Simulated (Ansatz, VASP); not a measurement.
**AgB2 in VASP and in Ansatz**

```
CELL_PARAMETERS angstrom
3.01693 0.00000 0.00000
-1.50847 2.61274 0.00000
0.00000 0.00000 4.08672
ATOMIC_POSITIONS crystal
Ag 0.00000 0.00000 0.00000
B 0.33333 0.66667 0.50000
B 0.66667 0.33333 0.50000
```

Alike in both runs: functional PBE; k mesh 10 × 10 × 8; occupations gaussian, width 0.05 eV; no spin polarisation.

Ansatz relaxed the structure, and its values are those at the end. VASP's run is a single point on that final structure, the one shown.

|  | VASP | Ansatz |
| --- | --- | --- |
| version | VASP 6.6.1 | Ansatz 0.2.0 |
| potentials or method | VASP PAW PBE potentials, release 64 (Ag, B) | scalar-relativistic, plane waves, PAW |
| plane-wave cutoff (eV) | 520 | 420 |
| valence electrons in the cell | 17 | 25 |

|  | VASP | Ansatz | Ansatz less VASP |
| --- | --- | --- | --- |
| gap on the k mesh at the Fermi level (eV) | none | none | - |
| pressure (GPa) | -0.1 | 0.0 | +0.10 |

A gap of «none» marks a metal or a gap that the smearing closes. The functional is the same, so the differences come from potentials, cutoffs and numerics. The two sets of potentials don't hold the same shells in valence.
